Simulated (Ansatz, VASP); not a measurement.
**Two plane-wave programs on Si**

File INCAR:

```
PREC = Accurate
ENCUT = 600
EDIFF = 1E-6
ISMEAR = 0
SIGMA = 0.1
LREAL = False
LASPH = True
NELM = 100
ALGO = Normal
ISIF = 3
LWAVE = False
LCHARG = False
IBRION = 2
NSW = 70
EDIFFG = -0.005
```

File KPOINTS:

```
regular mesh
0
Gamma
  18 18 10
```

File POSCAR:

```
Si
1.0
    2.6369973686      0.0000000000      0.0000000000
   -1.3184986843      2.2837067109      0.0000000000
    0.0000000000      0.0000000000      4.5089914132
Si
2
Direct
    0.3333333333      0.6666666667      0.2500000000
    0.6666666667      0.3333333333      0.7500000000
```

Input for Ansatz:

```yaml
crystal:
  lattice:
    - [2.6369973686, 0.0, 0.0]
    - [-1.3184986843, 2.2837067109, 0.0]
    - [0.0, 0.0, 4.5089914132]
  atoms:
    - { symbol: Si, position: [0.3333333333, 0.6666666667, 0.25] }
    - { symbol: Si, position: [0.6666666667, 0.3333333333, 0.75] }
basis:
  ecutwfc: 420
kpoints:
  mp_grid: { grid: [18, 18, 10] }
hamiltonian:
  xc: lda
scf:
  occupations: { method: gaussian, width: 0.1 }
output:
  forces: true
  stress: true
  eigenvalues: true
relax:
  adjacent_minimum: "off"
  f_tol: 0.005
  max_steps: 50
  cell: { stress_tol: 0.05 }
```

Alike in both runs: task relaxation of cell and atoms; functional LDA; k mesh 18 × 18 × 10; occupations gaussian, width 0.1 eV; no spin polarisation.

|  | VASP | Ansatz |
| --- | --- | --- |
| version | VASP 6.6.1 | Ansatz 0.2.0 |
| potentials or method | VASP PAW LDA potentials, release 64 (Si) | scalar-relativistic, plane waves, PAW |
| plane-wave cutoff (eV) | 600 | 420 |
| valence electrons in the cell | 8 | 8 |

|  | VASP | Ansatz | Ansatz less VASP |
| --- | --- | --- | --- |
| gap on the k mesh at the Fermi level, each at its own relaxed structure (eV) | none | none | - |
| relaxed volume (Å³/atom) | 13.83 | 13.82 | -0.011 |
| relaxed cell length with the largest relative difference (Å) | 2.651 | 2.650 | -0.0008 |
| energy change over the relaxation (meV/atom) | -1 | -1 | +0.1 |

A gap of «none» marks a metal or a gap that the smearing closes.
